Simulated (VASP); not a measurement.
Consider the following.

```
AgBr
1.0
    0.00000     2.87135     2.87135
    2.87135     0.00000     2.87135
    2.87135     2.87135     0.00000
Ag Br
1 1
Direct
  0.00000   0.00000   0.00000
  0.50000   0.50000   0.50000
```

All values below come from PBE GGA with D3 dispersion (zero damping), VASP's PBE PAW potentials (set 64) (plane waves; VASP). Run with 520 eV cut-off, Gaussian smearing of 0.050 eV, potentials Ag Br.

### Question
Give the energies of bands 2 to 11 at the high-symmetry points, in eV from the valence-band maximum.

### Answer

| band | Γ | X | U | L | W |
|---|---|---|---|---|---|
| 2 | -2.79 | -4.27 | -4.20 | -5.26 | -4.20 |
| 3 | -2.79 | -3.06 | -4.13 | -4.17 | -3.94 |
| 4 | -2.79 | -2.83 | -3.79 | -4.17 | -3.94 |
| 5 | -2.79 | -2.83 | -2.64 | -2.49 | -2.38 |
| 6 | -2.79 | -2.63 | -2.43 | -2.49 | -2.37 |
| 7 | -1.93 | -2.38 | -2.21 | -2.15 | -2.29 |
| 8 | -1.93 | -2.38 | -2.02 | 0.00 | -2.29 |
| 9 | -1.93 | -2.28 | -1.20 | 0.00 | -1.53 |
| 10 | 0.67 | 1.60 | 2.97 | 3.74 | 3.78 |
| 11 | 9.91 | 7.06 | 6.83 | 6.59 | 7.14 |

The gap is indirect, 0.67 eV, from the valence maximum at L to the conduction minimum at Γ.

The compound is AgBr in the rock salt structure. It was relaxed first.
